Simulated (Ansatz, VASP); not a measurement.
# Cross-check of Zn9Ge20O49 (glassy 69GeO2-31ZnO (mol %)) between VASP and Ansatz

Aim: how closely do two programs agree when they are given the same cell, functional and k mesh? The structure shown is the start of the Ansatz relaxation below; VASP solves that cell, so the two are compared at the walk's first step.

Method: plane waves, with VASP 6.6.1 beside it; single point at r2SCAN, in Ansatz 0.2.0.

## (1) Starting point

The cell holds 78 atoms: 20 Ge, 9 Zn and 49 O. Its edges and angles: a = 10.468 Å, b = 10.468 Å, c = 10.468 Å, α = 90.0°, β = 90.0°, γ = 90.0°. As first built, before any earlier steps moved the atoms (in the runner's words): 78 atoms (20 Ge, 9 Zn, 49 O) placed at random at 3.98 g/cm^3, melted at 4000 K for 10 ps at fixed volume with the Morse and Coulomb pair potential with partial charges (Pedone, Malavasi, Menziani, Cormack and Segre, J. Phys. Chem. B 110, 11780 (2006)). Quenched from 4000 K to 300 K at 20 K/ps and fixed volume, held 10 ps at zero pressure.

## (2) Ansatz: relaxation, r2SCAN

Ansatz runs on its default PAW (the set named soft_2) files.

The two programs are compared at the cell with which this relaxation starts, whose forces are those of its first step.

input.yaml reads:

```yaml
crystal:
  lattice:
    - [10.46827, 0.0, 0.0]
    - [0.0, 10.46827, 0.0]
    - [0.0, 0.0, 10.46827]
  atoms:
    - { symbol: Ge, position: [0.43747, 0.06195, 0.31239] }
    - { symbol: Ge, position: [0.78025, 0.37304, 0.64663] }
    - { symbol: Ge, position: [0.51455, 0.34224, 0.83452] }
    - { symbol: Ge, position: [0.61642, 0.02272, 0.53251] }
    - { symbol: Ge, position: [0.17979, 0.0398, 0.51008] }
    - { symbol: Ge, position: [0.10667, 0.957, 0.20307] }
    - { symbol: Ge, position: [0.69597, 0.95819, 0.16484] }
    - { symbol: Ge, position: [0.23192, 0.36406, 0.89517] }
    - { symbol: Ge, position: [0.01252, 0.70082, 0.32003] }
    - { symbol: Ge, position: [0.13588, 0.35975, 0.58066] }
    - { symbol: Ge, position: [0.37894, 0.35341, 0.19259] }
    - { symbol: Ge, position: [0.74278, 0.27436, 0.06455] }
    - { symbol: Ge, position: [0.73837, 0.67362, 0.70445] }
    - { symbol: Ge, position: [0.28689, 0.55763, 0.3889] }
    - { symbol: Ge, position: [0.62318, 0.7204, 0.99285] }
    - { symbol: Ge, position: [0.40032, 0.06256, 0.76578] }
    - { symbol: Ge, position: [0.01268, 0.15743, 0.96736] }
    - { symbol: Ge, position: [0.35029, 0.8743, 0.02735] }
    - { symbol: Ge, position: [0.12381, 0.66291, 0.89613] }
    - { symbol: Ge, position: [0.57176, 0.72592, 0.43834] }
    - { symbol: Zn, position: [0.66593, 0.51867, 0.21978] }
    - { symbol: Zn, position: [0.62575, 0.30532, 0.37309] }
    - { symbol: Zn, position: [0.29493, 0.55477, 0.68419] }
    - { symbol: Zn, position: [0.88666, 0.40856, 0.34957] }
    - { symbol: Zn, position: [0.90386, 0.94562, 0.43687] }
    - { symbol: Zn, position: [0.91662, 0.08174, 0.6828] }
    - { symbol: Zn, position: [0.01941, 0.78314, 0.62699] }
    - { symbol: Zn, position: [0.88958, 0.87044, 0.88016] }
    - { symbol: Zn, position: [0.88013, 0.60109, 0.0705] }
    - { symbol: O, position: [0.15977, 0.66523, 0.36963] }
    - { symbol: O, position: [0.92821, 0.57998, 0.24765] }
    - { symbol: O, position: [0.16062, 0.20712, 0.5233] }
    - { symbol: O, position: [0.62564, 0.32174, 0.962] }
    - { symbol: O, position: [0.28134, 0.45838, 0.26255] }
    - { symbol: O, position: [0.25962, 0.46512, 0.51908] }
    - { symbol: O, position: [0.89713, 0.26869, 0.6832] }
    - { symbol: O, position: [0.55638, 0.12799, 0.41264] }
    - { symbol: O, position: [0.77902, 0.04723, 0.55176] }
    - { symbol: O, position: [0.9455, 0.75627, 0.45749] }
    - { symbol: O, position: [0.63471, 0.68707, 0.29744] }
    - { symbol: O, position: [0.42344, 0.63809, 0.42434] }
    - { symbol: O, position: [0.94473, 0.04403, 0.86259] }
    - { symbol: O, position: [0.40873, 0.46743, 0.80868] }
    - { symbol: O, position: [0.34898, 0.3589, 0.02857] }
    - { symbol: O, position: [0.30928, 0.01568, 0.40084] }
    - { symbol: O, position: [0.26777, 0.94007, 0.14695] }
    - { symbol: O, position: [0.37729, 0.19713, 0.24129] }
    - { symbol: O, position: [0.89836, 0.26865, 0.00016] }
    - { symbol: O, position: [0.28765, 0.0295, 0.65036] }
    - { symbol: O, position: [0.0369, 0.06012, 0.10015] }
    - { symbol: O, position: [0.38972, 0.97705, 0.89699] }
    - { symbol: O, position: [0.97081, 0.69807, 0.94096] }
    - { symbol: O, position: [0.70172, 0.58644, 0.04792] }
    - { symbol: O, position: [0.79306, 0.9418, 0.29354] }
    - { symbol: O, position: [0.52362, 0.40494, 0.25172] }
    - { symbol: O, position: [0.65402, 0.68262, 0.56639] }
    - { symbol: O, position: [0.01349, 0.42008, 0.49197] }
    - { symbol: O, position: [0.71719, 0.85103, 0.04098] }
    - { symbol: O, position: [0.85408, 0.79042, 0.72181] }
    - { symbol: O, position: [0.56502, 0.88877, 0.46127] }
    - { symbol: O, position: [0.47639, 0.76681, 0.03497] }
    - { symbol: O, position: [0.04449, 0.96771, 0.59031] }
    - { symbol: O, position: [0.16441, 0.51207, 0.9484] }
    - { symbol: O, position: [0.17005, 0.3835, 0.73842] }
    - { symbol: O, position: [0.79465, 0.52404, 0.70864] }
    - { symbol: O, position: [0.40332, 0.21794, 0.81865] }
    - { symbol: O, position: [0.14356, 0.67067, 0.72907] }
    - { symbol: O, position: [0.538, 0.04223, 0.67244] }
    - { symbol: O, position: [0.08116, 0.00799, 0.35894] }
    - { symbol: O, position: [0.62006, 0.34184, 0.709] }
    - { symbol: O, position: [0.63515, 0.70791, 0.83084] }
    - { symbol: O, position: [0.23162, 0.77382, 0.95736] }
    - { symbol: O, position: [0.76269, 0.34616, 0.2132] }
    - { symbol: O, position: [0.15384, 0.22074, 0.92262] }
    - { symbol: O, position: [0.53173, 0.97694, 0.20314] }
    - { symbol: O, position: [0.03464, 0.8098, 0.20486] }
    - { symbol: O, position: [0.70802, 0.11592, 0.10936] }
    - { symbol: O, position: [0.74489, 0.37982, 0.48488] }
kpoints:
  mp_grid: { grid: [1, 1, 1] }
hamiltonian:
  xc: r2scan
scf:
  occupations: { method: fixed }
output:
  forces: true
relax:
  f_tol: 0.05
  max_steps: 200
  cell: {}
```

Launch:

```console
> ansatz run input.yaml --threads 4 --pin off --max-ram 8192MiB --backend cpu --events-out ev --progress --plain --runs-dir out
```

Numbers of over 12 decimals in the logs are rounded to 6 here.

The program printed:

```text
Engine: ansatz 0.2.0, aarch64-unknown-linux-gnu
Pseudopotentials: kind: paw
Pseudopotential: Ge, paw, valence charge 14, recommended cutoff 500 eV (meta_gga), Ge.paw.azcp
Pseudopotential: Zn, paw, valence charge 12, recommended cutoff 500 eV (meta_gga), Zn.paw.azcp
Pseudopotential: O, paw, valence charge 6, recommended cutoff 500 eV (meta_gga), O.paw.azcp
Functional definition: r2SCAN
  parameter k0 = 0.174
  parameter k1 = 0.065
  parameter a1 = 4.9479
  exchange = r2scan_x(k0 = k0, k1 = k1, a1 = a1)
  correlation = r2scan_c
Crystal: 78 atoms, lattice volume = 1147.162 Å³
Basis set: ecut = 500 eV, 29039 PW (Γ), exchange–correlation on 320×320×320 points (64 copies of the dense FFT grid, shifted against one another)
Bands: 419, of which v1, the nominal top of the filled ones, is band 341 counted from 1 (340 counted from 0)
Symmetry: 1 space group operations
Space group: P1 (ITA 1), of the structure as read, at distance tolerance 1.0e-4 Å
k-points: 1
Non-local potential: Ge, projectors of the file, l = 0: 2, l = 1: 2, l = 2: 3, l = 3: 1
Non-local potential: Zn, projectors of the file, l = 0: 2, l = 1: 2, l = 2: 3, l = 3: 1
Non-local potential: O, projectors of the file, l = 0: 2, l = 1: 2, l = 2: 1
PAW form: soft (Blöchl's): semilocal exchange-correlation on the pseudo side does not see the compensation charge
PAW frozen core: Ge, regenerated for the run's functional (the file was generated under x = pbe(κ = 0.804, μ = 0.219515), c = pbe(β = 0.066725))
PAW frozen core: Zn, regenerated for the run's functional (the file was generated under x = pbe(κ = 0.804, μ = 0.219515), c = pbe(β = 0.066725))
PAW frozen core: O, regenerated for the run's functional (the file was generated under x = pbe(κ = 0.804, μ = 0.219515), c = pbe(β = 0.066725))
PAW one-centre angular grid: Ge, 590 points (default); XC on 160 Gauss nodes
PAW one-centre angular grid: Zn, 590 points (default); XC on 261 of its mesh's 2673 points in the sphere
PAW one-centre angular grid: O, 302 points (default); XC on 160 Gauss nodes
Initial density: superposition of atomic densities (neutral atoms: chi_scale 0, normalization atom), corrected by the library's trained network
Initial wavefunctions: pseudopotential atomic-orbital guess
Functional: x = r2scan, c = r2scan; τ floored in thin density (d = 2e-4 eV/Å³)
SCF iter   1: F=—  HF=-143841.543144 eV  |F-HF|=—  |Δ(HF+E_count)|=         —  Δρ=1.24e-2  dr2=1.01e0  dr2_τ=4.01e0  ethr=1.77e-3  ⟨swp⟩=5.0  Hψ=1336  notcnv=0  defer=74
preconditioner: auto → Resta (q_TF=auto, 2.502 Å⁻¹)  ε∞=3.0  [insulator: Δε(μ)=2.106 eV  Ē_g=20.144 eV  n_scr=304 (ndim 8)  ℏωp=28.6 eV  f_vac=0.237  ε∞_Penn≈3.0]
SCF iter   2: F=—  HF=-143842.411702 eV  |F-HF|=—  |Δ(HF+E_count)|=   8.69e-1  Δρ=4.99e-3  dr2=1.57e-1  dr2_τ=1.49e-2  ethr=1.49e-4  ⟨swp⟩=2.0  Hψ=700  notcnv=0  defer=75
SCF iter   3: F=—  HF=-143842.404029 eV  |F-HF|=—  |Δ(HF+E_count)|=   7.67e-3  Δρ=3.21e-3  dr2=5.65e-2  dr2_τ=2.72e-3  ethr=2.30e-5  ⟨swp⟩=2.0  Hψ=529  notcnv=0  defer=76
SCF iter   4: F=—  HF=-143842.400649 eV  |F-HF|=—  |Δ(HF+E_count)|=   3.38e-3  Δρ=5.86e-4  dr2=3.61e-3  dr2_τ=6.18e-4  ethr=8.29e-6  ⟨swp⟩=2.0  Hψ=526  notcnv=0  defer=76
SCF iter   5: F=—  HF=-143842.400163 eV  |F-HF|=—  |Δ(HF+E_count)|=   4.86e-4  Δρ=1.97e-4  dr2=4.10e-4  dr2_τ=3.28e-5  ethr=5.30e-7  ⟨swp⟩=2.0  Hψ=624  notcnv=0  defer=76
SCF iter   6: F=—  HF=-143842.400515 eV  |F-HF|=—  |Δ(HF+E_count)|=   3.53e-4  Δρ=1.38e-4  dr2=1.88e-4  dr2_τ=2.16e-5  ethr=6.01e-8  ⟨swp⟩=2.0  Hψ=590  notcnv=0  defer=70
SCF iter   7: F=—  HF=-143842.400491 eV  |F-HF|=—  |Δ(HF+E_count)|=   2.46e-5  Δρ=3.15e-5  dr2=1.15e-5  dr2_τ=5.57e-7  ethr=2.75e-8  ⟨swp⟩=2.0  Hψ=594  notcnv=0  defer=70
SCF iter   8: F=—  HF=-143842.400449 eV  |F-HF|=—  |Δ(HF+E_count)|=   4.18e-5  Δρ=1.75e-5  dr2=3.16e-6  dr2_τ=1.84e-7  ethr=1.69e-9  ⟨swp⟩=2.0  Hψ=696  notcnv=0  defer=70
SCF iter   9: F=—  HF=-143842.400450 eV  |F-HF|=—  |Δ(HF+E_count)|=   1.22e-6  Δρ=8.54e-6  dr2=7.75e-7  dr2_τ=2.13e-8  ethr=4.64e-10  ⟨swp⟩=2.0  Hψ=552  notcnv=0  defer=70
SCF iter  10: F=-143842.400451 eV  HF=-143842.400450 eV  |F-HF|=6.24e-8  |Δ(HF+E_count)|=   4.62e-7  Δρ=2.31e-6  dr2=6.90e-8  dr2_τ=3.22e-9  ethr=1.47e-11  ⟨swp⟩=2.0  Hψ=1385  notcnv=0
SCF 1 converged in 10 iterations: F = -143842.400451 eV  dr2 = 6.90e-8
  greatest PAW one-centre occupation: 0.999 electrons in one spin orbital (limit 2), on the Ge atom at site 4 (counted from 0), in its partial waves of l = 2
relax step   1: F+E_penalty+E_count = -143842.40045051 eV  Δ(F+E_penalty+E_count) = +0.000e0 eV  max|allowed force component| = 3.871e0 eV/Å  Δτ_max = 0.0000 Å  P = +1.229 GPa  Ω = 1147.162 Å³  (10 SCF iters, dr2 threshold 1.00e-7 eV, accepted)
Crystal: 78 atoms, lattice volume = 1130.010 Å³
[...]
atom  47  O     -0.00182327    -0.00436989    -0.00204938
  atom  48  O      0.00161700    -0.00266060     0.00119190
  atom  49  O     -0.00940850    -0.00677281    -0.01092995
  atom  50  O     -0.00336259     0.00076914    -0.00165728
  atom  51  O     -0.00495931    -0.00419634    -0.00172175
  atom  52  O      0.00430652     0.00275632    -0.00119282
  atom  53  O     -0.00238901     0.00769595     0.00740596
  atom  54  O     -0.00133768     0.00267390    -0.00218385
  atom  55  O     -0.00027679    -0.00050961    -0.00344339
  atom  56  O      0.00319971    -0.00353954    -0.00566341
  atom  57  O     -0.00304964     0.00295079    -0.00651411
  atom  58  O      0.00329017    -0.00252819     0.00639801
  atom  59  O      0.00230005     0.00109951    -0.00073715
  atom  60  O     -0.00075920     0.00262844     0.00017874
  atom  61  O     -0.00338452    -0.00746672     0.00140315
  atom  62  O      0.00082718     0.00458212     0.00396628
  atom  63  O     -0.00391308     0.00878485     0.00378547
  atom  64  O     -0.00121159    -0.01013180     0.00485892
  atom  65  O      0.00082065    -0.00130573     0.00105215
  atom  66  O      0.00443403     0.00591063     0.00303333
  atom  67  O     -0.00090036     0.00470484     0.00298148
  atom  68  O      0.00439909     0.00067094    -0.00388853
  atom  69  O     -0.00403991     0.00168594     0.00180506
  atom  70  O     -0.00175788     0.00335677     0.00217534
  atom  71  O      0.00014341    -0.00582133    -0.00256371
  atom  72  O      0.00924914     0.00111547     0.00883150
  atom  73  O     -0.00226538     0.00205308     0.00171551
  atom  74  O      0.00438273     0.00223026    -0.00067080
  atom  75  O      0.00521262    -0.00425214     0.00162958
  atom  76  O     -0.00152249     0.00032303    -0.00080349
  atom  77  O     -0.00276784    -0.00698863     0.00412993
  atom  78  O      0.00303132     0.00720537    -0.00369118
  max |Σ_I F_I| component: 2.94e-5 eV/Å
--- Stress (GPa, compression-positive) ---
        0.027159       0.011577       0.000487
        0.011577       0.015374      -0.009415
        0.000494      -0.009413       0.035273
  P = ⅓ Tr σ = 0.0259 GPa (0.259 kbar)
--- Relaxed structure (18 steps of the walk, 17 accepted, 1 SCFs on fresh bases) ---
  F+E_penalty+E_count = -143851.31040761 eV   max|allowed force component| = 1.557e-2 eV/Å   (the final SCF, on the basis selected at the relaxed cell)
  cell:  # Å, volume = 1048.9799 Å³
    - [10.035500, 0.448686, -0.103698]
    - [0.448686, 10.033631, -0.150543]
    - [-0.103698, -0.150543, 10.441724]
  atoms:
    - { symbol: Ge, position: [0.412344, 0.074538, 0.323729] }
    - { symbol: Ge, position: [0.769677, 0.366532, 0.638825] }
    - { symbol: Ge, position: [0.522461, 0.339014, 0.830636] }
    - { symbol: Ge, position: [0.618476, 0.015028, 0.535563] }
    - { symbol: Ge, position: [0.184246, 0.028248, 0.517725] }
    - { symbol: Ge, position: [0.101383, 0.964069, 0.198035] }
    - { symbol: Ge, position: [0.675706, 1.016087, 0.148935] }
    - { symbol: Ge, position: [0.242468, 0.354287, 0.894095] }
    - { symbol: Ge, position: [0.034930, 0.702485, 0.322512] }
    - { symbol: Ge, position: [0.069534, 0.331487, 0.603689] }
    - { symbol: Ge, position: [0.361714, 0.346566, 0.195379] }
    - { symbol: Ge, position: [0.746104, 0.292419, 0.049912] }
    - { symbol: Ge, position: [0.720054, 0.679373, 0.716219] }
    - { symbol: Ge, position: [0.324886, 0.582701, 0.386034] }
    - { symbol: Ge, position: [0.626370, 0.728672, 1.013027] }
    - { symbol: Ge, position: [0.407581, 0.039016, 0.765585] }
    - { symbol: Ge, position: [0.00740906, 0.155250, 0.956449] }
    - { symbol: Ge, position: [0.337460, 0.860064, 0.016181] }
    - { symbol: Ge, position: [0.113166, 0.656018, 0.888773] }
    - { symbol: Ge, position: [0.602499, 0.705972, 0.437151] }
    - { symbol: Zn, position: [0.630168, 0.507249, 0.223227] }
    - { symbol: Zn, position: [0.678328, 0.244711, 0.344468] }
    - { symbol: Zn, position: [0.280244, 0.529312, 0.669507] }
    - { symbol: Zn, position: [0.878970, 0.473084, 0.384102] }
    - { symbol: Zn, position: [0.893098, 0.967813, 0.411026] }
    - { symbol: Zn, position: [0.916081, 0.067601, 0.679703] }
    - { symbol: Zn, position: [0.0091553, 0.762992, 0.610381] }
    - { symbol: Zn, position: [0.862958, 0.872233, 0.898799] }
    - { symbol: Zn, position: [0.912740, 0.594335, 0.085693] }
    - { symbol: O, position: [0.186466, 0.701903, 0.409249] }
    - { symbol: O, position: [0.982828, 0.556134, 0.250564] }
    - { symbol: O, position: [0.149562, 0.202669, 0.513842] }
    - { symbol: O, position: [0.619655, 0.385471, 0.961853] }
    - { symbol: O, position: [0.275349, 0.497039, 0.246446] }
    - { symbol: O, position: [0.367494, 0.492442, 0.518225] }
    - { symbol: O, position: [0.924151, 0.267592, 0.675641] }
    - { symbol: O, position: [0.533782, 0.139446, 0.436101] }
    - { symbol: O, position: [0.780409, 0.060537, 0.548158] }
    - { symbol: O, position: [0.923562, 0.771797, 0.437821] }
    - { symbol: O, position: [0.722408, 0.606317, 0.355446] }
    - { symbol: O, position: [0.461052, 0.671730, 0.344166] }
    - { symbol: O, position: [0.936799, 0.033599, 0.856854] }
    - { symbol: O, position: [0.384397, 0.460535, 0.827036] }
    - { symbol: O, position: [0.349741, 0.321624, 0.032071] }
    - { symbol: O, position: [0.330884, -0.024881, 0.425619] }
    - { symbol: O, position: [0.268028, 0.949730, 0.149862] }
    - { symbol: O, position: [0.305317, 0.208192, 0.271296] }
    - { symbol: O, position: [0.894778, 0.299089, -0.034002] }
    - { symbol: O, position: [0.270306, 0.00948943, 0.674784] }
    - { symbol: O, position: [0.00501249, 0.076479, 0.103437] }
    - { symbol: O, position: [0.418354, 0.954255, 0.910087] }
    - { symbol: O, position: [0.948539, 0.697386, 0.941113] }
    - { symbol: O, position: [0.717790, 0.598471, 0.086604] }
[...]
- { symbol: O, position: [0.618962, 0.714220, 0.848698] }
    - { symbol: O, position: [0.201675, 0.786984, 0.950547] }
    - { symbol: O, position: [0.778384, 0.348124, 0.205656] }
    - { symbol: O, position: [0.158362, 0.201503, 0.907540] }
    - { symbol: O, position: [0.509714, 1.006760, 0.193537] }
    - { symbol: O, position: [0.032183, 0.807767, 0.188303] }
    - { symbol: O, position: [0.688627, 0.132805, 0.030161] }
    - { symbol: O, position: [0.756162, 0.359169, 0.473582] }
```

In the SCF lines HF is the Harris–Foulkes energy and dr2 the Hartree energy of the density residual, in eV; the loop may stop once dr2 is under the threshold and the program's other checks hold. Hψ counts applications of the Hamiltonian.

(Part 1 of 2 ends here.)

[Lines on the potential files, build, host, timing and source positions are cut from VASP's logs without a mark.]

[Logs are printed without paths, hosts, clocks, repeated set-up lines and the standing remarks that a program may print on its own settings, such as how far it seeks lower states.]

[Hosts, paths, dates, database ids (printed as entryN), source tags and the programs' standing remarks are cut or masked in the printed files.]
